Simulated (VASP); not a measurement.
Output of a VASP run:

**OSZICAR**
```
...
DAV:   6    -0.175520064562E+02    0.42876E+00   -0.86962E-01  1886   0.149E+01    0.296E+00
DAV:   7    -0.174962050540E+02    0.55801E-01   -0.34224E-01  2064   0.447E+00    0.831E-01
DAV:   8    -0.174923880697E+02    0.38170E-02   -0.42690E-02  1642   0.280E+00    0.365E-01
DAV:   9    -0.174924985568E+02   -0.11049E-03   -0.46358E-03  1822   0.118E+00    0.146E-01
DAV:  10    -0.174925983199E+02   -0.99763E-04   -0.48675E-04  1498   0.218E-01    0.754E-02
DAV:  11    -0.174926396402E+02   -0.41320E-04   -0.16249E-04  1628   0.157E-01    0.353E-02
DAV:  12    -0.174926381733E+02    0.14669E-05   -0.26021E-05  1544   0.520E-02    0.107E-02
DAV:  13    -0.174926388663E+02   -0.69301E-06   -0.46674E-06  1438   0.124E-02
   1 F= -.17492639E+02 E0= -.17492608E+02  d E =-.174926E+02
       N       E                     dE             d eps       ncg     rms          rms(c)
DAV:   1    -0.175149425788E+02   -0.22304E-01   -0.47245E-01  1662   0.110E+01    0.899E-01
DAV:   2    -0.174983339053E+02    0.16609E-01   -0.51298E-02  1650   0.424E+00    0.390E-01
DAV:   3    -0.174943701043E+02    0.39638E-02   -0.88992E-03  1680   0.158E+00    0.141E-01
DAV:   4    -0.174941701915E+02    0.19991E-03   -0.10030E-03  1476   0.337E-01    0.870E-02
DAV:   5    -0.174940846859E+02    0.85506E-04   -0.83955E-05  1660   0.152E-01    0.292E-02
DAV:   6    -0.174940819038E+02    0.27821E-05   -0.24156E-05  1470   0.707E-02    0.104E-02
DAV:   7    -0.174940817977E+02    0.10607E-06   -0.14605E-06   998   0.203E-02
   2 F= -.17494082E+02 E0= -.17494055E+02  d E =-.144293E-02
       N       E                     dE             d eps       ncg     rms          rms(c)
DAV:   1    -0.174940977458E+02   -0.15842E-04   -0.39007E-04  1620   0.317E-01    0.261E-02
DAV:   2    -0.174940843230E+02    0.13423E-04   -0.41963E-05  1662   0.120E-01    0.115E-02
DAV:   3    -0.174940806890E+02    0.36340E-05   -0.72659E-06  1260   0.464E-02    0.367E-03
DAV:   4    -0.174940802748E+02    0.41419E-06   -0.10261E-06   822   0.112E-02
   3 F= -.17494080E+02 E0= -.17494054E+02  d E =-.144141E-02
       N       E                     dE             d eps       ncg     rms          rms(c)
DAV:   1    -0.174964300947E+02   -0.23494E-02   -0.61232E-02  1740   0.235E+00    0.279E-01
DAV:   2    -0.174952436831E+02    0.11864E-02   -0.25286E-03  1790   0.829E-01    0.160E-01
DAV:   3    -0.174946582947E+02    0.58539E-03   -0.60002E-04  2018   0.386E-01    0.366E-02
DAV:   4    -0.174946508718E+02    0.74229E-05   -0.10676E-04  1494   0.990E-02    0.208E-02
DAV:   5    -0.174946493796E+02    0.14922E-05   -0.11203E-05  1848   0.420E-02    0.652E-03
DAV:   6    -0.174946494067E+02   -0.27181E-07   -0.94627E-07   864   0.157E-02
   4 F= -.17494649E+02 E0= -.17494616E+02  d E =-.569132E-03
       N       E                     dE             d eps       ncg     rms          rms(c)
DAV:   1    -0.174963888215E+02   -0.17394E-02   -0.52146E-02  1728   0.217E+00    0.258E-01
DAV:   2    -0.174953770634E+02    0.10118E-02   -0.21572E-03  1808   0.765E-01    0.147E-01
DAV:   3    -0.174948772464E+02    0.49982E-03   -0.51356E-04  2004   0.354E-01    0.337E-02
DAV:   4    -0.174948708545E+02    0.63919E-05   -0.90303E-05  1506   0.919E-02    0.193E-02
DAV:   5    -0.174948695285E+02    0.13260E-05   -0.94960E-06  1824   0.386E-02    0.603E-03
DAV:   6    -0.174948695587E+02   -0.30218E-07   -0.77227E-07   860   0.143E-02
   5 F= -.17494870E+02 E0= -.17494829E+02  d E =-.789284E-03
```

File OUTCAR:
```
------------------------ aborting loop because EDIFF is reached ----------------------------------------
  FORCE on cell =-STRESS in cart. coord.  units (eV):
  Direction    XX          YY          ZZ          XY          YZ          ZX
  --------------------------------------------------------------------------------------
  Total       -0.0222057     -0.0222057      0.0130135      0.0000000      0.0000000      0.0000000
  in kB       -0.3506582     -0.3506582      0.2055008      0.0000000      0.0000000      0.0000000
  external PRESSURE =      -0.1652719 kB  Pullay stress =       0.0000000 kB
  volume of cell :      101.46
      direct lattice vectors                 reciprocal lattice vectors
     4.148461543  0.000000000  0.000000000     0.241053217  0.000000000  0.000000000
     0.000000000  4.148461543  0.000000000     0.000000000  0.241053217  0.000000000
     0.000000000  0.000000000  5.895458047     0.000000000  0.000000000  0.169622104
 POSITION                                       TOTAL-FORCE (eV/Angst)
 -----------------------------------------------------------------------------------
      0.00000      0.00000      2.94773         0.000000     -0.000000      0.000000
      2.07423      2.07423      0.00000        -0.000000      0.000000      0.000000
      2.07423      0.00000      4.53882         0.000000     -0.000000     -0.007162
      0.00000      2.07423      1.35664         0.000000     -0.000000      0.007162
 -----------------------------------------------------------------------------------
    total drift:                                0.000000      0.000000      0.000000
  FREE ENERGIE OF THE ION-ELECTRON SYSTEM (eV)
  ---------------------------------------------------
  free  energy   TOTEN  =       -17.4948695587 eV

  energy  without entropy=      -17.4947490269  energy(sigma->0) =      -17.49482938

 reached required accuracy - stopping structural energy minimisation
```
(Selected blocks of OUTCAR.)

### POSCAR
```
InGaAs2
1
    4.1725710772     0.0000000000     0.0000000000
    0.0000000000     4.1725710772     0.0000000000
    0.0000000000     0.0000000000     5.8605290531
In Ga As
1 1 2
Direct
  0.0000000000   1.0000000000   0.5000000000
  0.5000000000   0.5000000000   0.0000000000
  0.5000000000   1.0000000000   0.7696948577
  1.0000000000   0.5000000000   0.2303051423
```

**Question.** Reconstruct the remaining input files.

**Answer.** Several could match; the one computed here: the input of the run itself, PBEsol GGA, plane waves, VASP's PBE PAW potentials (set 64).

**INCAR**
```
ALGO  =  Normal
EDIFF  =  1E-6
EDIFFG  =  -0.02
ENCUT  =  400
GGA  =  PS
IBRION  =  2
ISIF  =  3
ISMEAR  =  1
LASPH  =  .TRUE.
LCHARG  =  .FALSE.
LMAXMIX  =  4
LREAL  =  .FALSE.
LWAVE  =  .FALSE.
NELM  =  100
NSW  =  60
PREC  =  Accurate
SIGMA  =  0.1
SYSTEM  =  InGaAs2
```

KPOINTS:
```
kpoints
0
Gamma
  7 7 5
0 0 0
```

POTCAR, in this order: In_d Ga_d As (PBE.64 set). Program: vasp_std.

The structure comes from a computed database's InGaAs2 entry (P-4m2); how it stands against other phases isn't given here. This run relaxes it. Symmetry was kept, so distortions that lower it aren't found. The start is the result of an earlier pass.
